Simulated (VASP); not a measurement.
VASP ran on this input.

### INCAR
```
LSORBIT=.TRUE.
LWAVE=.FALSE.
LMAXMIX=4   ! l cut-off of mixed one-centre charges
EDIFF=1E-6   ! SCF stop (eV)
LORBIT=11   ! lm-projected
PREC=Accurate
GGA=PE
LASPH=.TRUE.   ! aspherical one-centre terms
SIGMA=0.01   ! width (eV)
SYSTEM=GaP
NELM=100   ! most electronic steps
MAGMOM=0.0 0.0 0.0 0.0 0.0 0.0
GGA_COMPAT=.FALSE.
ENCUT=300   ! plane-wave cut-off (eV)
ISIF=2
ALGO=Normal
LCHARG=.FALSE.
ISMEAR=-1
LNONCOLLINEAR=.TRUE.
LREAL=.FALSE.   ! projection in real space or not
```

File POSCAR:
```
GaP
1
    0.0000000000     2.7250000000     2.7250000000
    2.7250000000     0.0000000000     2.7250000000
    2.7250000000     2.7250000000     0.0000000000
Ga P
1 1
Direct
  0.0000000000   0.0000000000   0.0000000000
  0.2500000000   0.2500000000   0.2500000000
```

File KPOINTS:
```
Automatic mesh
0
Gamma
5 5 5
0 0 0
```

POTCAR, in this order: Ga_d P (PBE.64 set). Program: vasp_ncl.

### Question
Translate this PBE+SOC calculation to Ansatz.

### Answer
One equivalent input (not run):
Ansatz 0.2 input:
```yaml
crystal:
  lattice:
    - [0.0000000, 2.7250000, 2.7250000]
    - [2.7250000, 0.0000000, 2.7250000]
    - [2.7250000, 2.7250000, 0.0000000]
  atoms:
    - { symbol: Ga, position: [0.0000000, 0.0000000, 0.0000000] }
    - { symbol: P, position: [0.2500000, 0.2500000, 0.2500000] }
kpoints:
  mp_grid: { grid: [5, 5, 5] }
hamiltonian:
  xc: pbe
  pseudopotentials: { kind: paw }
magnetization: { noncollinear: true, spin_orbit: true }
scf:
  occupations: { method: fermi_dirac, width: 0.01 }
  max_iter: 100
output: { forces: true, stress: true, eigenvalues: true }
```
The two are equivalent in intent, not identical: each code has its own PAW files, so the cut-off isn't converted (ENCUT is set for VASP's; basis.ecutwfc is left out, and Ansatz then takes the one that its files recommend); Ansatz stops its SCF on the density residual and VASP on the energy change (EDIFF).

The structure is a typed GaP crystal (F-43m). The cell was not relaxed at this level. The run is one of a series of settings (GGA_COMPAT = .FALSE., LNONCOLLINEAR = .TRUE., LSORBIT = .TRUE., MAGMOM = 0.0 0.0 0.0 0.0 0.0 0.0, program vasp_ncl against the base run), some of them coarse on purpose.
